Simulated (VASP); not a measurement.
VASP runs on TiSb (a trial cell in the NbAs structure, space group I4_1md) share one base input (PBE GGA, plane waves, VASP's PBE PAW potentials (set 64)) and change the settings named in each case.

File POSCAR:
```
TiSb
1
   -1.9291080000     1.9291080000     6.5310100000
    1.9291080000    -1.9291080000     6.5310100000
    1.9291080000     1.9291080000    -6.5310100000
Ti Sb
2 2
Direct
  0.7500000000   0.7500000000   0.0000000000
  0.5000000000   0.0000000000   0.5000000000
  0.1660000000   0.1660000000   0.0000000000
  0.9160000000   0.4160000000   0.5000000000
```

INCAR:
```
# general
SYSTEM   =  TiSb
PREC     =  Accurate
ENCUT    =  400
LREAL    =  F   # projection in real space or not
LASPH    =  T   # aspherical one-centre terms

# electronic loop
EDIFF    =  1E-6
NELM     =  100
ALGO     =  Normal
LMAXMIX  =  4

# smearing
ISMEAR   =  1   # Methfessel-Paxton
SIGMA    =  0.1   # width (eV)

# functional
GGA      =  PE   # PBE

# ions
ISIF     =  2   # forces and stress, cell fixed

# output
LWAVE    =  F
LCHARG   =  F
```

KPOINTS:
```
Automatic mesh
0
Gamma
10 10 10
```

POTCAR, in this order: Ti_sv Sb (PBE.64 set). Program: vasp_std.

```
change        pressure (GPa)  electronic steps
------------  --------------  ----------------
base run               -8.72                14
EDIFF = 1E-2               ?                10
EDIFF = 1E-3           -8.83                11
EDIFF = 1E-4           -8.66                12
EDIFF = 1E-5           -8.76                13
```

Task: Complete the blanks.

Result: 
- EDIFF = 1E-2, pressure (GPa): -10.26

Unless said otherwise, spin-orbit coupling is left out, though it shifts the bands of the heavy elements here.

Left out are runs that ran out of time, are held back, or changed the cell or the kind of run, fixed moments of cells without a moment, rows past the twelfth, gaps on odd meshes, pressures of charged cells and columns that move by less than the noise.

The structure was generated: TiSb was put into the NbAs type (I4_1md), which need not be its known phase. The cell was not relaxed at this level, forces remain on its atoms.
